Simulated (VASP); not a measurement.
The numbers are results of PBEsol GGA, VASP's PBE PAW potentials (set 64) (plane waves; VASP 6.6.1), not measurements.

VASP input:

File POSCAR:
```
As
1
    3.5352000183    -1.8946130567    -0.0536344132
    3.5352000183     1.8946130567    -0.0536344132
    2.5673953994     0.0000000000     3.0819723693
As
2
Direct
  0.2304896472   0.2304896472   0.2304896472
  0.7695103528   0.7695103528   0.7695103528
```

**INCAR**
```
! general
SYSTEM  = As
PREC    = Accurate
ENCUT   = 520
LREAL   = F   ! projection in real space or not
LASPH   = T

! electronic loop
EDIFF   = 1E-7   ! SCF stop (eV)
NELM    = 100   ! most electronic steps
ALGO    = Normal   ! blocked Davidson
LMAXMIX = 4

! smearing
ISMEAR  = -5   ! tetrahedra, Bloechl

! functional
GGA     = PS   ! PBEsol

! ions
ISIF    = 2   ! forces and stress, cell fixed

! output
LWAVE   = F
LCHARG  = T
LORBIT  = 11   ! lm-projected
NEDOS   = 601   ! DOS grid
```

### KPOINTS
```
Automatic mesh
0
Gamma
13 13 13
0 0 0
```

POTCAR, in this order: As (PBE.64 set). Program: vasp_std.

The resulting files:

OSZICAR:
```
       N       E                     dE             d eps       ncg     rms          rms(c)
DAV:   1     0.287042799514E+02    0.28704E+02   -0.43630E+03  4166   0.928E+02
DAV:   2    -0.903354680672E+01   -0.37738E+02   -0.36937E+02  6216   0.123E+02
DAV:   3    -0.102369466721E+02   -0.12034E+01   -0.11999E+01  4871   0.261E+01
DAV:   4    -0.102434300848E+02   -0.64834E-02   -0.64807E-02  5167   0.195E+00
DAV:   5    -0.102434453699E+02   -0.15285E-04   -0.15266E-04  4845   0.863E-02    0.333E+00
DAV:   6    -0.102260777814E+02    0.17368E-01   -0.45890E-03  4627   0.487E-01    0.198E+00
DAV:   7    -0.102162967839E+02    0.97810E-02   -0.99838E-03  4463   0.740E-01    0.675E-02
DAV:   8    -0.102163302954E+02   -0.33512E-04   -0.21440E-04  4319   0.115E-01    0.218E-02
DAV:   9    -0.102163422394E+02   -0.11944E-04   -0.23621E-05  4987   0.376E-02    0.838E-03
DAV:  10    -0.102163407348E+02    0.15046E-05   -0.25707E-06  4735   0.105E-02    0.250E-03
DAV:  11    -0.102163406157E+02    0.11908E-06   -0.27594E-07  4223   0.407E-03    0.531E-04
DAV:  12    -0.102163406275E+02   -0.11737E-07   -0.18775E-08  2147   0.944E-04
   1 F= -.10216341E+02 E0= -.10216341E+02  d E =0.000000E+00
```

**OUTCAR**
```
------------------------ aborting loop because EDIFF is reached ----------------------------------------
  FORCE on cell =-STRESS in cart. coord.  units (eV):
  Direction    XX          YY          ZZ          XY          YZ          ZX
  --------------------------------------------------------------------------------------
  Total       -0.0091551      0.0064206      0.0049368      0.0000000      0.0000000     -0.0048074
  in kB       -0.3508532      0.2460593      0.1891946      0.0000000      0.0000000     -0.1842369
  external PRESSURE =       0.0281336 kB  Pullay stress =       0.0000000 kB
  volume of cell :       41.81
      direct lattice vectors                 reciprocal lattice vectors
     3.535200018 -1.894613057 -0.053634413     0.139669508 -0.263906130 -0.116349795
     3.535200018  1.894613057 -0.053634413     0.139669508  0.263906130 -0.116349795
     2.567395399  0.000000000  3.081972369     0.004861232  0.000000000  0.320417958
 POSITION                                       TOTAL-FORCE (eV/Angst)
 -----------------------------------------------------------------------------------
      2.22141      0.00000      0.68564         0.003065      0.000000      0.000946
      7.41638      0.00000      2.28907        -0.003065      0.000000     -0.000946
 -----------------------------------------------------------------------------------
    total drift:                               -0.000000      0.000000     -0.000000
  FREE ENERGIE OF THE ION-ELECTRON SYSTEM (eV)
  ---------------------------------------------------
  free  energy   TOTEN  =       -10.2163406275 eV

  energy  without entropy=      -10.2163406275  energy(sigma->0) =      -10.21634063

 total charge

# of ion       s       p       d       tot
------------------------------------------
    1        1.303   1.345   0.051   2.699
    2        1.303   1.345   0.051   2.699
--------------------------------------------------
tot          2.605   2.691   0.102   5.398
```
(Selected blocks of OUTCAR.)

For a metal the tetrahedron method with Blöchl corrections gives inexact stress and forces.

The compound is As in the a7 structure. It was relaxed first.
